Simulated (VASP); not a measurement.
Level of theory: PBE GGA, VASP's PBE PAW potentials (set 64) (plane waves; VASP).

Input for VASP

### POSCAR
```
FePt
1
    2.7744000000     0.0000000000     0.0000000000
    0.0000000000     2.7744000000     0.0000000000
    0.0000000000     0.0000000000     3.7842000000
Fe Pt
1 1
Direct
  0.0000000000   0.0000000000   0.0000000000
  0.5000000000   0.5000000000   0.5000000000
```

INCAR:
```
BMIX=0.0001
NELM=100   ! most electronic steps
MAGMOM=3.0 0.0
ALGO=Normal   ! blocked Davidson
LREAL=.FALSE.
LMAXMIX=6   ! l cut-off of mixed one-centre charges
EDIFF=1E-6
ISIF=2
ENCUT=400   ! plane-wave cut-off (eV)
SYSTEM=FePt
LWAVE=.FALSE.
LASPH=.TRUE.   ! aspherical one-centre terms
LORBIT=10
PREC=Accurate
AMIX=0.6
IMIX=4
ISPIN=2
ISMEAR=1   ! Methfessel-Paxton
GGA=PE   ! PBE
LCHARG=.FALSE.
SIGMA=0.1   ! width (eV)
```

**KPOINTS**
```
K-points
0
G
12 12 9
0 0 0
```

POTCAR, in this order: Fe Pt (PBE.64 set). Program: vasp_std.

Output of the run:

OSZICAR:
```
       N       E                     dE             d eps       ncg     rms          rms(c)
DAV:   1     0.771308685012E+02    0.77131E+02   -0.74496E+03  8832   0.106E+03
DAV:   2    -0.135624154265E+02   -0.90693E+02   -0.80979E+02  8653   0.227E+02
DAV:   3    -0.162014291558E+02   -0.26390E+01   -0.25693E+01 10732   0.467E+01
DAV:   4    -0.162289274807E+02   -0.27498E-01   -0.27482E-01  9446   0.420E+00
DAV:   5    -0.162296999143E+02   -0.77243E-03   -0.77242E-03 11259   0.795E-01    0.157E+01
DAV:   6    -0.279634560035E+02   -0.11734E+02   -0.46742E+01  9368   0.148E+02    0.515E+01
DAV:   7    -0.151030400259E+02    0.12860E+02   -0.20823E+01 10700   0.113E+02    0.945E+00
DAV:   8    -0.148080516215E+02    0.29499E+00   -0.21383E+00  9883   0.172E+01    0.290E+00
DAV:   9    -0.147936751618E+02    0.14376E-01   -0.36261E-01 12062   0.993E+00    0.190E+00
DAV:  10    -0.147761974212E+02    0.17478E-01   -0.56419E-02 11361   0.415E+00    0.509E-01
DAV:  11    -0.147758378451E+02    0.35958E-03   -0.29695E-03 10390   0.737E-01    0.265E-01
DAV:  12    -0.147761360489E+02   -0.29820E-03   -0.88009E-04 11134   0.410E-01    0.100E-01
DAV:  13    -0.147761445734E+02   -0.85245E-05   -0.16210E-04 10883   0.221E-01    0.321E-02
DAV:  14    -0.147761450123E+02   -0.43892E-06   -0.12080E-05  9778   0.393E-02    0.186E-02
DAV:  15    -0.147761471209E+02   -0.21085E-05   -0.19189E-06  7761   0.197E-02    0.101E-02
DAV:  16    -0.147761480260E+02   -0.90510E-06   -0.43782E-07  4998   0.951E-03
   1 F= -.14776148E+02 E0= -.14775942E+02  d E =-.616652E-03  mag=     3.3691
```

File OUTCAR:
```
------------------------ aborting loop because EDIFF is reached ----------------------------------------
  FORCE on cell =-STRESS in cart. coord.  units (eV):
  Direction    XX          YY          ZZ          XY          YZ          ZX
  --------------------------------------------------------------------------------------
  Total       -1.4134979     -1.4134979     -1.2388532      0.0000000      0.0000000     -0.0000000
  in kB      -77.7487691    -77.7487691    -68.1425191      0.0000000      0.0000000     -0.0000000
  external PRESSURE =     -74.5466858 kB  Pullay stress =       0.0000000 kB
  volume of cell :       29.13
      direct lattice vectors                 reciprocal lattice vectors
     2.774400000  0.000000000  0.000000000     0.360438293  0.000000000  0.000000000
     0.000000000  2.774400000  0.000000000     0.000000000  0.360438293  0.000000000
     0.000000000  0.000000000  3.784200000     0.000000000  0.000000000  0.264256646
 POSITION                                       TOTAL-FORCE (eV/Angst)
 -----------------------------------------------------------------------------------
      0.00000      0.00000      0.00000         0.000000      0.000000      0.000000
      1.38720      1.38720      1.89210         0.000000      0.000000      0.000000
 -----------------------------------------------------------------------------------
    total drift:                                0.000000     -0.000000     -0.000000
  FREE ENERGIE OF THE ION-ELECTRON SYSTEM (eV)
  ---------------------------------------------------
  free  energy   TOTEN  =       -14.7761480260 eV

  energy  without entropy=      -14.7755313742  energy(sigma->0) =      -14.77594248

 total charge

# of ion       s       p       d       tot
------------------------------------------
    1        0.392   0.411   6.075   6.879
    2        0.687   0.602   8.025   9.314
--------------------------------------------------
tot          1.080   1.013  14.100  16.193

 magnetization (x)

# of ion       s       p       d       tot
------------------------------------------
    1        0.007  -0.007   3.018   3.018
    2       -0.026  -0.064   0.428   0.338
--------------------------------------------------
tot         -0.019  -0.072   3.447   3.356
```
(Selected blocks of OUTCAR.)

The compound is FePt in the L1_0 structure. The cell was not relaxed at this level. The run is one of a series of settings (AMIX = 0.6, BMIX = 0.0001, IMIX = 4 against the base run), some of them coarse on purpose.
